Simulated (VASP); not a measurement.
An input for Ansatz (written as the equivalent of a VASP run, and not itself run):

Ansatz 0.2 input:
```yaml
crystal:
  lattice:
    - [-1.6572700, 1.6572700, 1.6572700]
    - [1.6572700, -1.6572700, 1.6572700]
    - [1.6572700, 1.6572700, -1.6572700]
  atoms:
    - { symbol: Au, position: [0.0000000, 0.0000000, 0.0000000] }
kpoints:
  mp_grid: { grid: [14, 14, 14] }
hamiltonian:
  xc: r2scan
  pseudopotentials: { kind: paw }
scf:
  occupations: { method: methfessel_paxton, width: 0.1 }
  max_iter: 100
relax:
  max_steps: 60
  f_tol: 0.01
  cell: {}
output: { forces: true, stress: true, eigenvalues: true }
```

Task: Translate this input to VASP (INCAR, KPOINTS, POSCAR, choice of POTCAR).

Result: One answer among several that fit: 
KPOINTS:
```
K-points
0
G
14 14 14
```

INCAR:
```
ALGO = Normal
EDIFF = 1E-6
EDIFFG = -0.01
ENCUT = 400
IBRION = 2
ISIF = 3
ISMEAR = 1
LASPH = .True.
LCHARG = .False.
LMAXMIX = 6
LMIXTAU = .True.
LREAL = .False.
LWAVE = .False.
METAGGA = R2SCAN
NELM = 100
NSW = 60
PREC = Accurate
SIGMA = 0.1
SYSTEM = Au
```

**POSCAR**
```
Au
1.0
 -1.6572700000   1.6572700000   1.6572700000
  1.6572700000  -1.6572700000   1.6572700000
  1.6572700000   1.6572700000  -1.6572700000
Au
1
Cartesian
  0.0000000000   0.0000000000   0.0000000000
```

POTCAR, in this order: Au (PBE.64 set). Program: vasp_std.

The two are equivalent in intent, not identical: each code has its own PAW files, so the cut-off isn't converted (ENCUT is set for VASP's; basis.ecutwfc is left out, and Ansatz then takes the one that its files recommend); Ansatz stops its SCF on the density residual and VASP on the energy change (EDIFF).

The structure comes from a computed database's Au entry (Im-3m); how it stands against other phases isn't given here. This run relaxes it. Symmetry was kept, so distortions that lower it aren't found.
